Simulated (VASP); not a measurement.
Consider the following.

```xyz
5
Lattice="4.0948 0.0000 0.0000 0.0000 4.0948 0.0000 0.0000 0.0000 4.0948" Properties=species:S:1:pos:R:3 pbc="T T T"
K      0.0000     0.0000     0.0000
Ta     2.0474     2.0474     2.0474
O      2.0474     0.0000     2.0474
O      0.0000     2.0474     2.0474
O      2.0474     2.0474     0.0000
```

Method: PBE GGA with D3 dispersion (zero damping), VASP's PBE PAW potentials (set 64) (plane waves; VASP). Settings: 520 eV cut-off, 6×6×6 Γ-centred mesh, Gaussian smearing of 0.050 eV, potentials K_sv Ta_pv O.

Unless said otherwise, spin-orbit coupling is left out, though it shifts the bands of the heavy elements here.

Task: Estimate the energy per atom (σ→0), pressure, band gap (on the k-mesh) with the smallest direct gap where there is one.

Result: 
- band gap (on the k-mesh) = 2.00 eV
- smallest direct gap (on the k-mesh) = 2.64 eV
- energy per atom (σ→0) = -8.375 eV/atom
- pressure = -9.74 GPa

Total energies compare only between runs with the same potentials, cut-off and functional.

The compound is KTaO3 in the cubic perovskite structure. This cell is one point of a volume scan, at 1.06 of the reference volume.
